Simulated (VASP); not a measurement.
Consider the following.

```yaml
crystal:
  lattice:
    - [0.00000, 2.27507, 2.27507]
    - [2.27507, 0.00000, 2.27507]
    - [2.27507, 2.27507, 0.00000]
  atoms:
    - { symbol: Ga, position: [0.00000, 0.00000, 0.00000] }
    - { symbol: N, position: [0.25000, 0.25000, 0.25000] }
```

Method: PBE GGA, VASP's PBE PAW potentials (set 64) (plane waves; VASP 6.6.1). Settings: 520 eV cut-off, Gaussian smearing of 0.050 eV, potentials Ga_d N.

Question: Give the energies of bands 7 to 11 at the high-symmetry points, in eV from the valence-band maximum.

Answer: 
```csv
band,Γ,X,U,L,W
7,0.00,-6.01,-5.75,-6.85,-5.59
8,0.00,-2.60,-4.10,-0.93,-3.57
9,0.00,-2.60,-2.09,-0.93,-3.50
10,1.54,3.34,4.95,4.44,6.17
11,10.12,6.49,7.63,8.58,8.09
```

The gap is direct, 1.54 eV, from the valence maximum at Γ to the conduction minimum at Γ.

The compound is GaN in the zinc blende structure, a metastable form; wurtzite is the usual one. It was relaxed first.
